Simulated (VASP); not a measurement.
```
S2Si
1.0
   -2.76925     2.85728     4.90229
    2.76925    -2.85728     4.90229
    2.76925     2.85728    -4.90229
Si S
2 4
Direct
  0.00000   0.75000   0.75000
  0.00000   0.25000   0.25000
  0.68143   0.88461   0.79682
  0.08779   0.38461   0.70318
  0.91221   0.61539   0.29682
  0.31857   0.11539   0.20318
```

Calculation: r2SCAN meta-GGA, VASP's PBE PAW potentials (set 64) (plane waves; VASP 6.6.1). Settings: 400 eV cut-off, 6×6×6 Γ-centred mesh, tetrahedra with Blöchl corrections, potentials Si S.

The path is coarsely sampled, so an indirect gap can come out somewhat too large.

Q: What does the run give for the energy per atom (σ→0), band gap (over mesh and band path) with the smallest direct gap where there is one?

A: 
```
Quantity                                                Value
---------------------------------------------  --------------
band gap (over mesh and band path)                    3.29 eV
smallest direct gap (over mesh and band path)         3.59 eV
energy per atom (σ→0)                          -9.029 eV/atom
```

The compound is SiS2 in the sg72 structure. It was relaxed first.
